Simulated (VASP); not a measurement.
Zr2SF:

```xyz
4
Lattice="4.3079 0.0000 0.0000 0.0000 4.3079 0.0000 0.0000 0.0000 3.0461" Properties=species:S:1:pos:R:3 pbc="T T T"
Zr    0.0000    2.1539    0.0000
Zr    2.1539    0.0000    0.0000
S     2.1539    2.1539    1.5231
F     0.0000    0.0000    1.5231
```

The cell was built by a generator and needn't be a form met in nature.

```yaml
Program: VASP 6.6.1
Task: relaxation of cell and atoms
Functional: PBE
Potentials_or_basis: VASP PAW PBE potentials, release 64 (Zr_sv, S, F)
Cutoff: 600 eV
k_mesh: 4 × 4 × 6
Occupations: gaussian, width 0.1 eV
Spin: no spin polarisation
```

At the start: pressure 16.9 GPa; volume 14.13 Å³/atom.

How do energy, volume and symmetry change on relaxing?

Over 6 steps the energy falls by 80.2 meV/atom and the volume is 15.74 Å³/atom (+11.4 %); space group P4/mmm (No. 123, to 0.05 Å).

The path:
| step | energy change (eV) | largest force (eV/Å) | pressure (GPa) | volume (Å³) |
| --- | --- | --- | --- | --- |
| 1 | 0.0000 | 0.0000 | 16.89 | 56.53 |
| 2 | -0.0977 | 0.0000 | -9.89 | 69.61 |
| 3 | -0.3158 | 0.0000 | -0.27 | 63.16 |
| 4 | -0.3159 | 0.0000 | 0.01 | 63.02 |
| 5 | -0.3198 | 0.0000 | 0.07 | 63.00 |
| 6 | -0.3206 | 0.0000 | 0.12 | 62.98 |

Final structure:
```yaml
crystal:
  lattice:
    - [4.43099, 0.00000, 0.00000]
    - [0.00000, 4.43099, 0.00000]
    - [0.00000, 0.00000, 3.20762]
  atoms:
    - { symbol: Zr, position: [0.00000, 0.50000, 0.00000] }
    - { symbol: Zr, position: [0.50000, 0.00000, 0.00000] }
    - { symbol: S, position: [0.50000, 0.50000, 0.50000] }
    - { symbol: F, position: [0.00000, 0.00000, 0.50000] }
```

Caveat: the k mesh is coarse (spacing up to 0.36 Å⁻¹), so the values aren't converged; an odd number of electrons without spin polarisation forces a metal; a magnetic or distorted state may lie lower.
